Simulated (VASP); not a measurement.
Write the native input for VASP 6.6.1 that does the following.

```
Task                   : single point
Functional             : PBE
Potentials or basis    : VASP PAW PBE potentials, release 64 (Tl_d, Cu)
Cutoff                 : 520 eV
k mesh                 : 6 × 6 × 6
Occupations            : fermi-dirac, width 0.05 eV
Spin                   : no spin polarisation
Further INCAR settings : ALGO = Normal; EDIFF = 1e-07; NBANDS = 33
```

The structure of Tl3Cu lies in POSCAR:

```
Tl3Cu
1.0
    4.7169980000      0.0000000000      0.0000000000
    0.0000000000      4.7169980000      0.0000000000
    0.0000000000      0.0000000000      4.7169980000
Tl Cu
3 1
Direct
    0.4860400000      0.4943860000     -0.0010890000
    0.4862030000     -0.0018420000      0.4970310000
   -0.0049140000      0.4939400000      0.5097670000
   -0.0027730000      0.0028380000      0.0064700000
```

The cell comes from a database or a generator and needn't be the stable form of this composition.

The cell isn't the ideal one: atoms moved at random, drawn with an rms of 0.05 Å.

One way to write it, as run:

INCAR

```
PREC = Accurate ; ENCUT = 520
EDIFF = 1E-7 ; ISMEAR = -1
SIGMA = 0.05 ; LREAL = False
LASPH = True ; NELM = 100
ALGO = Normal ; ISIF = 2
LWAVE = False ; LCHARG = True
GGA = PE ; LELF = True
LVHAR = True ; NBANDS = 33
```

KPOINTS

```
regular mesh
0
Gamma
  6 6 6
```

Potentials or basis: VASP PAW PBE potentials, release 64 (Tl_d, Cu).

Command:

```console
$ cat potpaw_PBE.64/Tl_d/POTCAR potpaw_PBE.64/Cu/POTCAR > POTCAR
$ mpirun -np 1 vasp_std > vasp.out
```

It gave:

- Pressure: 0.0 GPa
- Largest force: 0.181 eV/Å
- Band gap on the k mesh: none (metal or under the smearing width)

Run time: 7.9 min on 1 thread of AMD EPYC 7R43 64-Core Processor (Zen 3), on a shared host, peak memory 0.4 GiB.
